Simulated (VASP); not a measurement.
# Al2GaP3 (P1) in VASP: relaxation of cell and atoms with PBE

Aim: the relaxation of cell and atoms of Al2GaP3 with PBE.

Program: VASP 6.6.1. These are calculated values, not measurements. Logs are shortened: lines on timing, memory, paths and dates and some standing lists are left out, and cuts for length are marked.

## 1. The crystal as given

The typed cell holds 12 atoms: a = 6.718 Å, b = 6.864 Å, c = 6.572 Å, α = 98.85°, β = 99.26°, γ = 119.88°.

The cell was built by a generator and needn't be a form met in nature.

## 2. Relaxation of cell and atoms, PBE

Contents of INCAR:

```
SYSTEM = Al2GaP3
PREC = Normal
ENCUT = 520
EDIFF = 1E-5
ISMEAR = 0
SIGMA = 0.05
LREAL = Auto
LASPH = .True.
NELM = 80
ALGO = Fast
ISIF = 3
LWAVE = .False.
LCHARG = .False.
GGA = PE
IBRION = 2
NSW = 110
EDIFFG = -0.03
ISYM = 0
```

Contents of KPOINTS:

```
Automatic mesh
0
Gamma
  3 3 3
  0 0 0
```

Contents of POSCAR:

```
Al2GaP3
1.0
    3.3284294300     -5.8349333400      0.0225998500
    3.4740358600      5.9190111200      0.0869833600
   -2.1653512500      0.0070069500      6.2051895800
Al Ga P
4 2 6
Direct
    0.4323781500      0.5740367400      0.0146150000
    0.7612346200      0.2258488100      0.9893824700
    0.5788371000      0.4129468400      0.5148622900
    0.2471679200      0.7358594400      0.5118519000
    0.0699051800      0.9238653200      0.9943994100
    0.9264719900      0.0813162700      0.4867775200
    0.7019731900      0.5421370200      0.8537062600
    0.0373172000      0.2107711000      0.8570219900
    0.3700927300      0.8678624900      0.8814386800
    0.5285287900      0.6910239400      0.3835008700
    0.2244024200      0.0403675800      0.3694719800
    0.8774646900      0.3887481800      0.3816862000
```

Potentials or basis: VASP PAW PBE potentials, release 64 (Al, Ga_d, P).

Started as:

```console
cat potpaw_PBE.64/Al/POTCAR potpaw_PBE.64/Ga_d/POTCAR potpaw_PBE.64/P/POTCAR > POTCAR
mpirun -np 1 vasp_std > vasp.out
```

OUTCAR:

```text
SYSTEM = Al2GaP3
   PREC = Normal
   ENCUT = 520
   EDIFF = 1E-5
   ISMEAR = 0
   LREAL = Auto
   LASPH = .True.
   NELM = 80
   ISIF = 3
   GGA = PE
   IBRION = 2
   NSW = 110
   EDIFFG = -0.03
   ISYM = 0

 ion  position               nearest neighbor table
   1  0.432  0.574  0.015-  10 2.31   7 2.32   8 2.46   9 2.50
   2  0.761  0.226  0.989-   8 2.21   9 2.42  12 2.47   7 2.65
   3  0.579  0.413  0.515-   7 2.12  10 2.36  11 2.36  12 2.38
   4  0.247  0.736  0.512-   9 2.31  12 2.32  10 2.32  11 2.48
   5  0.070  0.924  0.994-  11 2.35   8 2.38   7 2.43   9 2.44
   6  0.926  0.081  0.487-   8 2.31  11 2.38  12 2.47  10 2.55
   7  0.702  0.542  0.854-   3 2.12   1 2.32   5 2.43   2 2.65
   8  0.037  0.211  0.857-   2 2.21   6 2.31   5 2.38   1 2.46
   9  0.370  0.868  0.881-   4 2.31   2 2.42   5 2.44   1 2.50
  10  0.529  0.691  0.384-   1 2.31   4 2.32   3 2.36   6 2.55
  11  0.224  0.040  0.369-   5 2.35   3 2.36   6 2.38   4 2.48
  12  0.877  0.389  0.382-   4 2.32   3 2.38   2 2.47   6 2.47

IMPORTANT INFORMATION: All symmetrisations will be switched off!
NOSYMM: (Re-)initialisation of all symmetry stuff for point group C_1.

----------------------------------------------------------------------------------------

                                     Primitive cell

  volume of cell :     249.4196

  direct lattice vectors                    reciprocal lattice vectors
     3.328429430 -5.834933340  0.022599850     0.147253743 -0.087183992  0.051483837
     3.474035860  5.919011120  0.086983360     0.145165091  0.083002572  0.050562809
    -2.165351250  0.007006950  6.205189580    -0.002571212 -0.000845985  0.160259141

  length of vectors
     6.717544217  6.863758730  6.572151311     0.178704501  0.174696675  0.160281998

  position of ions in fractional coordinates (direct lattice)
     0.432378150  0.574036740  0.014615000
     0.761234620  0.225848810  0.989382470
     0.578837100  0.412946840  0.514862290
     0.247167920  0.735859440  0.511851900
     0.069905180  0.923865320  0.994399410
     0.926471990  0.081316270  0.486777520
     0.701973190  0.542137020  0.853706260
     0.037317200  0.210771100  0.857021990
     0.370092730  0.867862490  0.881438680
     0.528528790  0.691023940  0.383500870
     0.224402420  0.040367580  0.369471980
     0.877464690  0.388748180  0.381686200

  ion indices of the primitive-cell ions
   primitive index   ion index
                 1           1
                 2           2
                 3           3
                 4           4
                 5           5
                 6           6
                 7           7
                 8           8
                 9           9
                10          10
                11          11
                12          12

----------------------------------------------------------------------------------------

 KPOINTS: Automatic mesh

Automatic generation of k-mesh.
 Grid dimensions read from file:
 generate k-points for:    3    3    3

 Generating k-lattice:

  Cartesian coordinates                     Fractional coordinates (reciprocal lattice)
     0.049084581 -0.029061331  0.017161279     0.333333333 -0.000000000  0.000000000
     0.048388364  0.027667524  0.016854270     0.000000000  0.333333333 -0.000000000
    -0.000857071 -0.000281995  0.053419714     0.000000000  0.000000000  0.333333333

  Length of vectors
     0.059568167  0.058232225  0.053427333

  Shift w.r.t. Gamma in fractional coordinates (k-lattice)
     0.000000000  0.000000000  0.000000000

 Subroutine IBZKPT returns following result:
 ===========================================

 Found     14 irreducible k-points:

 Following reciprocal coordinates:
            Coordinates               Weight
  0.000000  0.000000  0.000000      1.000000
  0.333333 -0.000000 -0.000000      2.000000
  0.000000  0.333333  0.000000      2.000000
  0.333333  0.333333  0.000000      2.000000
 -0.333333  0.333333  0.000000      2.000000
 -0.000000  0.000000  0.333333      2.000000
  0.333333 -0.000000  0.333333      2.000000
 -0.333333  0.000000  0.333333      2.000000
 -0.000000  0.333333  0.333333      2.000000
  0.333333  0.333333  0.333333      2.000000
 -0.333333  0.333333  0.333333      2.000000
  0.000000 -0.333333  0.333333      2.000000
  0.333333 -0.333333  0.333333      2.000000
 -0.333333 -0.333333  0.333333      2.000000
   k-points           NKPTS =     14   k-points in BZ     NKDIM =     14   number of bands    NBANDS=     41
   number of dos      NEDOS =    301   number of ions     NIONS =     12
   total plane-waves  NPLWV =  64000
   dimension x,y,z NGX =    40 NGY =   40 NGZ =   40
   dimension x,y,z NGXF=    80 NGYF=   80 NGZF=   80
   ions per type =               4   2   6
   NGX,Y,Z   is equivalent  to a cutoff of   9.90,  9.69, 10.12 a.u.
   NGXF,Y,Z  is equivalent  to a cutoff of  19.80, 19.38, 20.24 a.u.
 SYSTEM =  Al2GaP3
   PREC   = normal    normal or accurate (medium, high low for compatibility)
   ISTART =      0    job   : 0-new  1-cont  2-samecut
   ICHARG =      2    charge: 1-file 2-atom 10-const
   ISPIN  =      1    spin polarized calculation?
   LNONCOLLINEAR =      F non collinear calculations
   LSORBIT =      F    spin-orbit coupling
   LASPH  =      T    aspherical Exc in radial PAW
   ENCUT  =  520.0 eV  38.22 Ry    6.18 a.u.  12.49 12.76 12.22*2*pi/ulx,y,z
   NELM   =     80;   NELMIN=  2; NELMDL= -5     # of ELM steps
   EDIFF  = 0.1E-04   stopping-criterion for ELM
   LREAL  =      T    real-space projection
   EDIFFG = -.3E-01   stopping-criterion for IOM
   NSW    =    110    number of steps for IOM
   IBRION =      2    ionic relax: 0-MD 1-quasi-New 2-CG
   NFREE  =      1    steps in history (QN), initial steepest desc. (CG)
   ISIF   =      3    stress and relaxation
   ISYM   =      0    0-nonsym 1-usesym 2-fastsym
   POTIM  = 0.5000    time-step for ionic-motion
   TEBEG  =    0.0;   TEEND  =   0.0 temperature during run
   PSTRESS=    0.0 pullay stress
   NELECT =      68.0000    total number of electrons
   NUPDOWN=      -1.0000    fix difference up-down
   EMIN   =  10.00;   EMAX   =-10.00  energy-range for DOS
   EFERMI =   0.00;   METHOD = LEGACY
   ISMEAR =     0;   SIGMA  =   0.05  broadening in eV -4-tet -1-fermi 0-gaus
   EFERMI_NEDOS =   21; number of points for ismear=-14 and -15
   IALGO  =     68    algorithm
   IMIX   =      4    mixing-type and parameters
     AMIX     =   0.40;   BMIX     =  1.00
     AMIX_MAG =   1.60;   BMIX_MAG =  1.00
  volume/ion in A,a.u.               =      20.78       140.26
  Fermi-wavevector in a.u.,A,eV,Ry     =   1.061535  2.006010 15.331809  1.126856
  Thomas-Fermi vector in A             =   2.196954
   LORBIT       =      0    0 simple, 1 ext, 2 COOP (PROOUT), +10 PAW based schemes
   GGA     = PE    functional components
   LHFCALC =     F    Hartree Fock is set to
   AEXX    =    0.0000 exact exchange contribution
   IVDW    =     0    specifies the selected vdW correction
   LEPSILON=     F    determine dielectric tensor
   LRPA    =     F    only Hartree local field effects (RPA)
 conjugate gradient relaxation of ions
 non-spin polarized calculation
 RMM-DIIS sequential band-by-band and
 Gauss-broadening in eV      SIGMA  =   0.05
  energy-cutoff  :      520.00
  volume of cell :      249.42
 maximum number of plane-waves:      6735
   NGX = 25   NGY = 25   NGZ = 25

--------------------------------------- Ionic step        1  -------------------------------------------

 number of electron      68.0000004 magnetization

 Free energy of the ion-electron system (eV)
  ---------------------------------------------------
  ext. energy  EPLUGINS =         0.00000000
  ---------------------------------------------------
  free energy    TOTEN  =       -58.51548312 eV

  energy without entropy =      -58.51548312  energy(sigma->0) =      -58.51548312

------------------------ aborting loop because EDIFF is reached ----------------------------------------

  FORCE on cell =-STRESS in cart. coord.  units (eV):
  Direction    XX          YY          ZZ          XY          YZ          ZX
  --------------------------------------------------------------------------------------
  -------------------------------------------------------------------------------------
  Total       -2.0451050     -0.4571203     10.2756549     -3.9692593      1.5033089     -2.2502065
  in kB      -13.1369797     -2.9363675     66.0069142    -25.4970180      9.6566869    -14.4544743
  external PRESSURE =      16.6445224 kB  Pullay stress =       0.0000000 kB
[... 119 lines left out ...]
  FREE ENERGIE OF THE ION-ELECTRON SYSTEM (eV)
  ---------------------------------------------------
  free  energy   TOTEN  =       -59.3681508675 eV

  energy  without entropy=      -59.3681508675  energy(sigma->0) =      -59.36815087

[... ionic steps 4 to 17 ...]

--------------------------------------- Ionic step       18  -------------------------------------------

 number of electron      68.0000005 magnetization

------------------------ aborting loop because EDIFF is reached ----------------------------------------

  FORCE on cell =-STRESS in cart. coord.  units (eV):
  Direction    XX          YY          ZZ          XY          YZ          ZX
  --------------------------------------------------------------------------------------
  -------------------------------------------------------------------------------------
  Total       -0.1021808     -0.0596337      0.0370152     -0.0051009     -0.0388431     -0.0350994
  in kB       -0.6539950     -0.3816781      0.2369112     -0.0326479     -0.2486101     -0.2246494
  external PRESSURE =      -0.2662540 kB  Pullay stress =       0.0000000 kB
[... 77 lines left out ...]
  energy  without entropy=      -59.7046368905  energy(sigma->0) =      -59.70463689

--------------------------------------- Ionic step       20  -------------------------------------------

 number of electron      68.0000002 magnetization

 Free energy of the ion-electron system (eV)
  ---------------------------------------------------
  ext. energy  EPLUGINS =         0.00000000
  ---------------------------------------------------
  free energy    TOTEN  =       -59.70502097 eV

  energy without entropy =      -59.70502097  energy(sigma->0) =      -59.70502097

 E-fermi :   4.5718     XC(G=0):  -9.3050

 val. band max:        4.3493758283   @ k =   0.0000   0.0000   0.0000
 cond. band min:       6.2554632397   @ k =  -0.3333   0.3333   0.0000
 fundamental gap:      1.9060874114
 Fermi energy:         4.5718280697

 k-point     1 :       0.0000    0.0000    0.0000
  band No.  band energies     occupation
      1      -9.9231      2.00000
      2      -9.9093      2.00000
      3      -9.8934      2.00000
      4      -9.8909      2.00000
      5      -9.8760      2.00000
      6      -9.8617      2.00000
[... 644 lines left out ...]
  FREE ENERGIE OF THE ION-ELECTRON SYSTEM (eV)
  ---------------------------------------------------
  free  energy   TOTEN  =       -59.7050209704 eV

  energy  without entropy=      -59.7050209704  energy(sigma->0) =      -59.70502097

 reached required accuracy - stopping structural energy minimisation
```

Run time: 17 min. Hardware: 1 thread of Intel Xeon Platinum 8559C (Emerald Rapids), shared host; peak memory 0.31 GiB.

Results:

- Free energy: -59.7050 eV
- Relaxed volume: 20.87 Å³/atom
- Relaxed cell: a = 6.740 Å, b = 6.745 Å, c = 6.745 Å, α = 99.53°, β = 99.57°, γ = 120.02°
- Space group after relaxing (to 0.05 Å): Cc (No. 9)
- Energy gained by relaxing: 99.1 meV/atom
- Ionic steps: 20
- Pressure after relaxing: 0.0 GPa
- Largest force after relaxing: 0.027 eV/Å
- Band gap on the k mesh: 1.91 eV, indirect (least direct gap 2.05 eV)

Forces on the atoms (eV/Å):
```
Al   0.004 -0.006 -0.002
Al   0.000 -0.008  0.018
Al   0.000 -0.003 -0.001
Al  -0.004  0.000 -0.002
Ga   0.000  0.012  0.000
Ga   0.013  0.007 -0.022
P    0.010 -0.011 -0.004
P    0.007  0.000  0.008
P   -0.015  0.001  0.001
P   -0.017  0.003 -0.006
P    0.012  0.001  0.004
P   -0.011  0.003  0.006
```

The path:
```
step  energy change (eV)  largest force (eV/Å)  pressure (GPa)  volume (Å³)
   1              0.0000                3.7015            1.66       249.42
   2             -0.7950                1.1423           -1.76       257.02
   3             -0.8527                0.9218           -1.36       255.21
   4             -1.0712                0.4856            0.12       249.93
   5             -1.0861                0.5470            0.66       248.28
   6             -1.1348                0.3213           -0.03       250.52
   7             -1.1398                0.2792           -0.42       251.50
   8             -1.1647                0.1717            0.00       250.49
   9             -1.1684                0.1899            0.10       250.01
  10             -1.1815                0.0993            0.03       250.20
  11             -1.1841                0.0896            0.06       250.30
  12             -1.1817                0.2020           -0.03       250.48
  13             -1.1844                0.1015           -0.03       250.34
  14             -1.1875                0.0730            0.03       250.22
  15             -1.1875                0.0766            0.09       250.21
  16             -1.1887                0.0421           -0.05       250.77
  17             -1.1887                0.0407           -0.11       250.74
  18             -1.1891                0.0488           -0.03       250.33
  19             -1.1892                0.0503            0.04       250.35
  20             -1.1895                0.0268            0.03       250.41
```

Final structure:
```
Al Ga P
1.0
     3.36811   -5.83829    0.00024
     3.37175    5.84138    0.00592
    -2.24527   -0.00039    6.36011
Al Ga P
4 2 6
Cartesian
  1.1156 0.9458 6.3594
  1.1131 -2.9460 6.3542
  2.2346 -1.0010 3.1776
  2.2325 2.8917 3.1793
  1.1178 4.8348 6.3605
  2.2307 -4.8957 3.1766
  2.2332 -0.9998 5.5607
  -1.1299 0.9470 5.5643
  2.2426 2.8867 5.5606
  3.3533 0.9465 2.3819
  -0.0123 -1.0075 2.3827
  3.3583 -2.9443 2.3764
```

Caveat: an odd mesh through Γ misses points on the zone boundary, where band edges often lie.
